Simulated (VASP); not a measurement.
These are PBE GGA + U (Dudarev), VASP's PBE PAW potentials (set 64) (plane waves; VASP) values and carry that method's errors.

A VASP calculation is set up with these files.

**INCAR**
```
# general
SYSTEM    = VAs
PREC      = Accurate
ENCUT     = 400
LREAL     = .FALSE.   # projection in real space or not
LASPH     = .TRUE.

# electronic loop
EDIFF     = 1E-6   # SCF stop (eV)
NELM      = 100   # most electronic steps
ALGO      = Normal   # blocked Davidson
LMAXMIX   = 4   # l cut-off of mixed one-centre charges

# smearing
ISMEAR    = 0
SIGMA     = 0.05   # width (eV)

# functional
GGA       = PE

# spin
ISPIN     = 2
MAGMOM    = 2.0 2.0 0.0 0.0

# DFT+U
LDAU      = .TRUE.
LDAUTYPE  = 2   # Dudarev
LDAUL     = 2 -1
LDAUU     = 6.0 0
LDAUJ     = 0 0
LDAUPRINT = 1

# ions
ISIF      = 2

# output
LWAVE     = .FALSE.
LCHARG    = .FALSE.
LORBIT    = 10
```

File KPOINTS:
```
Regular mesh
0
Gamma
5 5 3
0 0 0
```

POSCAR:
```
VAs
1
    3.2336870000    -2.3631320000     0.0000000000
    3.2336870000     2.3631320000     0.0000000000
   -1.1737100000     0.0000000000     6.9838620000
V As
2 2
Direct
  0.0000000000   0.5000000000   0.0000000000
  0.5000000000   0.0000000000   0.5000000000
  0.5816000000   0.4184000000   0.2500000000
  0.4184000000   0.5816000000   0.7500000000
```

POTCAR, in this order: V_sv As (PBE.64 set). Program: vasp_std.

What VASP printed:

OSZICAR:
```
...
DAV:  12    -0.186490795570E+02   -0.88265E-01   -0.19610E-01  3112   0.204E+00    0.754E-01
DAV:  13    -0.186746758011E+02   -0.25596E-01   -0.68457E-02  3000   0.148E+00    0.458E-01
DAV:  14    -0.186870820335E+02   -0.12406E-01   -0.40720E-02  3008   0.120E+00    0.319E-01
DAV:  15    -0.186953099897E+02   -0.82280E-02   -0.23756E-02  3072   0.704E-01    0.270E-01
DAV:  16    -0.187027900106E+02   -0.74800E-02   -0.37398E-02  2936   0.821E-01    0.209E-01
DAV:  17    -0.187085880959E+02   -0.57981E-02   -0.48403E-02  3032   0.956E-01    0.187E-01
DAV:  18    -0.187135738513E+02   -0.49858E-02   -0.43462E-02  2944   0.893E-01    0.139E-01
DAV:  19    -0.187168398685E+02   -0.32660E-02   -0.18779E-02  2736   0.577E-01    0.108E-01
DAV:  20    -0.187189133472E+02   -0.20735E-02   -0.92252E-03  3192   0.361E-01    0.117E-01
DAV:  21    -0.187200508877E+02   -0.11375E-02   -0.31740E-03  2992   0.203E-01    0.115E-01
DAV:  22    -0.187220831947E+02   -0.20323E-02   -0.15407E-02  3104   0.445E-01    0.121E-01
DAV:  23    -0.187242058852E+02   -0.21227E-02   -0.16765E-02  2912   0.463E-01    0.117E-01
DAV:  24    -0.187271195551E+02   -0.29137E-02   -0.41274E-02  2856   0.730E-01    0.114E-01
DAV:  25    -0.187308274046E+02   -0.37078E-02   -0.11110E-01  2848   0.120E+00    0.128E-01
DAV:  26    -0.187333713157E+02   -0.25439E-02   -0.19721E-03  2496   0.322E-01    0.970E-02
DAV:  27    -0.187348002459E+02   -0.14289E-02   -0.87254E-03  2936   0.345E-01    0.104E-01
DAV:  28    -0.187348608036E+02   -0.60558E-04   -0.14324E-04  2520   0.959E-02    0.100E-01
DAV:  29    -0.187320202551E+02    0.28405E-02   -0.21531E-02  3080   0.570E-01    0.931E-02
DAV:  30    -0.187351668666E+02   -0.31466E-02   -0.37286E-02  2888   0.827E-01    0.111E-01
DAV:  31    -0.187281481603E+02    0.70187E-02   -0.12300E-01  2864   0.137E+00    0.190E-01
DAV:  32    -0.187296100612E+02   -0.14619E-02   -0.30331E-03  2624   0.392E-01    0.220E-01
DAV:  33    -0.187284711905E+02    0.11389E-02   -0.25388E-03  2968   0.223E-01    0.296E-01
DAV:  34    -0.187272972591E+02    0.11739E-02   -0.48667E-03  3024   0.246E-01    0.309E-01
DAV:  35    -0.187276692812E+02   -0.37202E-03   -0.25526E-03  2792   0.219E-01    0.308E-01
DAV:  36    -0.187285687715E+02   -0.89949E-03   -0.77777E-03  3032   0.327E-01    0.315E-01
DAV:  37    -0.187298653202E+02   -0.12965E-02   -0.11568E-02  2920   0.384E-01    0.331E-01
DAV:  38    -0.187309934031E+02   -0.11281E-02   -0.37011E-03  3192   0.215E-01    0.348E-01
DAV:  39    -0.187311001861E+02   -0.10678E-03   -0.14849E-03  2792   0.172E-01    0.338E-01
DAV:  40    -0.187306853389E+02    0.41485E-03   -0.13376E-03  3080   0.135E-01    0.332E-01
DAV:  41    -0.187305830535E+02    0.10229E-03   -0.38194E-05  2320   0.304E-02    0.331E-01
DAV:  42    -0.187305938818E+02   -0.10828E-04   -0.85203E-06  2064   0.140E-02    0.330E-01
DAV:  43    -0.187316394806E+02   -0.10456E-02   -0.88357E-03  2856   0.340E-01    0.323E-01
DAV:  44    -0.187328379615E+02   -0.11985E-02   -0.66675E-03  3112   0.289E-01    0.329E-01
DAV:  45    -0.187332607533E+02   -0.42279E-03   -0.10167E-04  2328   0.612E-02    0.331E-01
DAV:  46    -0.187337835390E+02   -0.52279E-03   -0.12261E-03  2944   0.125E-01    0.324E-01
DAV:  47    -0.187341495831E+02   -0.36604E-03   -0.27981E-04  2760   0.689E-02    0.318E-01
DAV:  48    -0.187350252294E+02   -0.87565E-03   -0.20187E-03  2808   0.176E-01    0.281E-01
DAV:  49    -0.187350060922E+02    0.19137E-04   -0.17964E-04  2552   0.668E-02    0.289E-01
DAV:  50    -0.187338073970E+02    0.11987E-02   -0.40900E-03  2832   0.231E-01    0.324E-01
DAV:  51    -0.187344721153E+02   -0.66472E-03   -0.40768E-03  2856   0.253E-01    0.302E-01
DAV:  52    -0.187378013682E+02   -0.33293E-02   -0.90569E-02  2864   0.108E+00    0.286E-01
DAV:  53    -0.187403634283E+02   -0.25621E-02   -0.12712E-02  3136   0.442E-01    0.267E-01
DAV:  54    -0.187404933984E+02   -0.12997E-03   -0.98544E-04  2648   0.148E-01    0.277E-01
DAV:  55    -0.187410215521E+02   -0.52815E-03   -0.25775E-03  2936   0.188E-01    0.276E-01
DAV:  56    -0.187372464149E+02    0.37751E-02   -0.60305E-02  2872   0.928E-01    0.313E-01
DAV:  57    -0.187384454709E+02   -0.11991E-02   -0.58193E-03  2872   0.360E-01    0.315E-01
DAV:  58    -0.187386853998E+02   -0.23993E-03   -0.53139E-04  3032   0.998E-02    0.316E-01
DAV:  59    -0.187383266846E+02    0.35872E-03   -0.30730E-03  2848   0.198E-01    0.319E-01
DAV:  60    -0.187387703672E+02   -0.44368E-03   -0.76503E-04  2800   0.118E-01    0.313E-01
DAV:  61    -0.187342084819E+02    0.45619E-02   -0.77731E-02  2880   0.101E+00    0.337E-01
DAV:  62    -0.187344494089E+02   -0.24093E-03   -0.11695E-03  2424   0.239E-01    0.323E-01
DAV:  63    -0.187333347203E+02    0.11147E-02   -0.66250E-03  2952   0.300E-01    0.335E-01
DAV:  64    -0.187309880911E+02    0.23466E-02   -0.25138E-02  2968   0.574E-01    0.334E-01
DAV:  65    -0.187312126125E+02   -0.22452E-03   -0.12690E-03  2344   0.226E-01    0.318E-01
DAV:  66    -0.187303934865E+02    0.81913E-03   -0.25762E-02  2824   0.612E-01    0.266E-01
DAV:  67    -0.187296726200E+02    0.72087E-03   -0.17345E-02  2872   0.487E-01    0.249E-01
DAV:  68    -0.187303222947E+02   -0.64967E-03   -0.35015E-03  2768   0.278E-01    0.262E-01
DAV:  69    -0.187310999937E+02   -0.77770E-03   -0.49945E-03  2928   0.260E-01    0.265E-01
DAV:  70    -0.187328376158E+02   -0.17376E-02   -0.12801E-02  2896   0.436E-01    0.194E-01
DAV:  71    -0.187341043010E+02   -0.12667E-02   -0.20546E-01  2800   0.165E+00    0.165E-01
DAV:  72    -0.187403603371E+02   -0.62560E-02   -0.22079E-02  2736   0.713E-01    0.133E-01
DAV:  73    -0.187408011547E+02   -0.44082E-03   -0.60782E-04  3296   0.141E-01    0.126E-01
DAV:  74    -0.187409088209E+02   -0.10767E-03   -0.27642E-04  2904   0.708E-02    0.132E-01
DAV:  75    -0.187413136693E+02   -0.40485E-03   -0.81549E-04  2832   0.109E-01    0.127E-01
DAV:  76    -0.187406537761E+02    0.65989E-03   -0.22674E-03  2992   0.192E-01    0.120E-01
DAV:  77    -0.187436365400E+02   -0.29828E-02   -0.48629E-02  2840   0.802E-01    0.126E-01
DAV:  78    -0.187436444687E+02   -0.79288E-05   -0.11507E-03  2712   0.209E-01    0.123E-01
DAV:  79    -0.187435664581E+02    0.78011E-04   -0.56394E-05  2904   0.449E-02    0.124E-01
DAV:  80    -0.187434921006E+02    0.74357E-04   -0.23273E-05  2136   0.222E-02    0.124E-01
DAV:  81    -0.187454950029E+02   -0.20029E-02   -0.24316E-02  2864   0.572E-01    0.128E-01
DAV:  82    -0.187466552592E+02   -0.11603E-02   -0.85642E-03  2936   0.341E-01    0.123E-01
DAV:  83    -0.187467748832E+02   -0.11962E-03   -0.13081E-04  2536   0.746E-02    0.121E-01
DAV:  84    -0.187472859770E+02   -0.51109E-03   -0.12967E-03  2944   0.135E-01    0.117E-01
DAV:  85    -0.187482776697E+02   -0.99169E-03   -0.69480E-03  2816   0.305E-01    0.112E-01
DAV:  86    -0.187449760220E+02    0.33016E-02   -0.42433E-02  2960   0.844E-01    0.179E-01
DAV:  87    -0.187463636721E+02   -0.13877E-02   -0.34560E-03  2752   0.298E-01    0.162E-01
DAV:  88    -0.187471591586E+02   -0.79549E-03   -0.31903E-03  2928   0.216E-01    0.158E-01
DAV:  89    -0.187482916016E+02   -0.11324E-02   -0.10555E-02  2848   0.381E-01    0.157E-01
DAV:  90    -0.187501471635E+02   -0.18556E-02   -0.46515E-02  2872   0.792E-01    0.157E-01
DAV:  91    -0.187490772966E+02    0.10699E-02   -0.23437E-02  2864   0.659E-01    0.172E-01
DAV:  92    -0.187507317076E+02   -0.16544E-02   -0.17682E-01  2864   0.159E+00    0.173E-01
DAV:  93    -0.187531395013E+02   -0.24078E-02   -0.29838E-03  2424   0.392E-01    0.160E-01
DAV:  94    -0.187532641601E+02   -0.12466E-03   -0.31660E-04  3336   0.836E-02    0.159E-01
DAV:  95    -0.187532901552E+02   -0.25995E-04   -0.17695E-03  2968   0.178E-01    0.171E-01
DAV:  96    -0.187526788638E+02    0.61129E-03   -0.10063E-02  2864   0.405E-01    0.176E-01
DAV:  97    -0.187527893859E+02   -0.11052E-03   -0.11615E-03  2864   0.163E-01    0.177E-01
DAV:  98    -0.187528183136E+02   -0.28928E-04   -0.62984E-05  2216   0.423E-02    0.176E-01
DAV:  99    -0.187525177819E+02    0.30053E-03   -0.45481E-03  2904   0.268E-01    0.164E-01
DAV: 100    -0.187526314821E+02   -0.11370E-03   -0.21329E-02  2904   0.587E-01
   1 F= -.18752631E+02 E0= -.18750320E+02  d E =-.462242E-02  mag=     5.7008
```

File OUTCAR:
```
------------------------ aborting loop EDIFF was not reached (unconverged)  ----------------------------
  FORCE on cell =-STRESS in cart. coord.  units (eV):
  Direction    XX          YY          ZZ          XY          YZ          ZX
  --------------------------------------------------------------------------------------
  Total       -1.3246066     -2.5989201     -1.2596002      0.0000000      0.0000000     -0.0534450
  in kB      -19.8831823    -39.0114323    -18.9073954      0.0000000      0.0000000     -0.8022435
  external PRESSURE =     -25.9340033 kB  Pullay stress =       0.0000000 kB
  volume of cell :      106.74
      direct lattice vectors                 reciprocal lattice vectors
     3.233687000 -2.363132000  0.000000000     0.154622262 -0.211583610  0.025985865
     3.233687000  2.363132000  0.000000000     0.154622262  0.211583610  0.025985865
    -1.173710000  0.000000000  6.983862000     0.000000000  0.000000000  0.143187251
 POSITION                                       TOTAL-FORCE (eV/Angst)
 -----------------------------------------------------------------------------------
      1.61684      1.18157      0.00000        -0.000000      0.000000      0.000000
      1.02999     -1.18157      3.49193        -0.000000      0.000000      0.000000
      2.94026     -0.38566      1.74597        -0.000000     -0.353783      0.000000
      2.35340      0.38566      5.23790         0.000000      0.353783      0.000000
 -----------------------------------------------------------------------------------
    total drift:                                0.000000      0.000000      0.000000
  FREE ENERGIE OF THE ION-ELECTRON SYSTEM (eV)
  ---------------------------------------------------
  free  energy   TOTEN  =       -18.7526314821 eV

  energy  without entropy=      -18.7480090582  energy(sigma->0) =      -18.75032027

 total charge

# of ion       s       p       d       tot
------------------------------------------
    1        2.204   6.072   2.993  11.269
    2        2.204   6.072   2.993  11.269
    3        1.244   1.491   0.015   2.750
    4        1.244   1.491   0.015   2.750
--------------------------------------------------
tot          6.896  15.127   6.016  28.038

 magnetization (x)

# of ion       s       p       d       tot
------------------------------------------
    1        0.043   0.013   2.709   2.765
    2        0.043   0.013   2.709   2.765
    3       -0.008  -0.108   0.006  -0.111
    4       -0.008  -0.108   0.006  -0.111
--------------------------------------------------
tot          0.069  -0.190   5.430   5.308
```
(Selected blocks of OUTCAR.)

### stdout
```
...
DAV:  81    -0.187454950029E+02   -0.20029E-02   -0.24316E-02  2864   0.572E-01    0.128E-01
DAV:  82    -0.187466552592E+02   -0.11603E-02   -0.85642E-03  2936   0.341E-01    0.123E-01
DAV:  83    -0.187467748832E+02   -0.11962E-03   -0.13081E-04  2536   0.746E-02    0.121E-01
DAV:  84    -0.187472859770E+02   -0.51109E-03   -0.12967E-03  2944   0.135E-01    0.117E-01
DAV:  85    -0.187482776697E+02   -0.99169E-03   -0.69480E-03  2816   0.305E-01    0.112E-01
DAV:  86    -0.187449760220E+02    0.33016E-02   -0.42433E-02  2960   0.844E-01    0.179E-01
DAV:  87    -0.187463636721E+02   -0.13877E-02   -0.34560E-03  2752   0.298E-01    0.162E-01
DAV:  88    -0.187471591586E+02   -0.79549E-03   -0.31903E-03  2928   0.216E-01    0.158E-01
DAV:  89    -0.187482916016E+02   -0.11324E-02   -0.10555E-02  2848   0.381E-01    0.157E-01
DAV:  90    -0.187501471635E+02   -0.18556E-02   -0.46515E-02  2872   0.792E-01    0.157E-01
DAV:  91    -0.187490772966E+02    0.10699E-02   -0.23437E-02  2864   0.659E-01    0.172E-01
DAV:  92    -0.187507317076E+02   -0.16544E-02   -0.17682E-01  2864   0.159E+00    0.173E-01
DAV:  93    -0.187531395013E+02   -0.24078E-02   -0.29838E-03  2424   0.392E-01    0.160E-01
DAV:  94    -0.187532641601E+02   -0.12466E-03   -0.31660E-04  3336   0.836E-02    0.159E-01
DAV:  95    -0.187532901552E+02   -0.25995E-04   -0.17695E-03  2968   0.178E-01    0.171E-01
DAV:  96    -0.187526788638E+02    0.61129E-03   -0.10063E-02  2864   0.405E-01    0.176E-01
DAV:  97    -0.187527893859E+02   -0.11052E-03   -0.11615E-03  2864   0.163E-01    0.177E-01
DAV:  98    -0.187528183136E+02   -0.28928E-04   -0.62984E-05  2216   0.423E-02    0.176E-01
DAV:  99    -0.187525177819E+02    0.30053E-03   -0.45481E-03  2904   0.268E-01    0.164E-01
DAV: 100    -0.187526314821E+02   -0.11370E-03   -0.21329E-02  2904   0.587E-01

 -----------------------------------------------------------------------------
|                                                                             |
|           W    W    AA    RRRRR   N    N  II  N    N   GGGG   !!!           |
|           W    W   A  A   R    R  NN   N  II  NN   N  G    G  !!!           |
|           W    W  A    A  R    R  N N  N  II  N N  N  G       !!!           |
|           W WW W  AAAAAA  RRRRR   N  N N  II  N  N N  G  GGG   !            |
|           WW  WW  A    A  R   R   N   NN  II  N   NN  G    G                |
|           W    W  A    A  R    R  N    N  II  N    N   GGGG   !!!           |
|                                                                             |
|     The electronic self-consistency was not achieved in the given           |
|     number of steps (NELM). The forces and other quantities evaluated       |
|     might not be reliable so examine the results carefully. If you find     |
|     spurious results, we suggest increasing NELM, if you were close to      |
|     convergence or switching to a different ALGO or adjusting the           |
|     density mixing parameters otherwise.                                    |
|                                                                             |
 -----------------------------------------------------------------------------

   1 F= -.18752631E+02 E0= -.18750320E+02  d E =-.462242E-02  mag=     5.7008
```

Convergence was not reached.

The structure was generated: VAs was put into the tenorite type (C2/c), which need not be its known phase. The cell was not relaxed at this level. The k-mesh is coarse (spacing up to 0.33 per Å, 2π included), so the numbers may not be converged in it. The run is one of a series of settings (LDAU = .TRUE., LDAUJ = 0 0, LDAUL = 2 -1, LDAUTYPE = 2, LDAUU = 6.0 0 against the base run), some of them coarse on purpose.
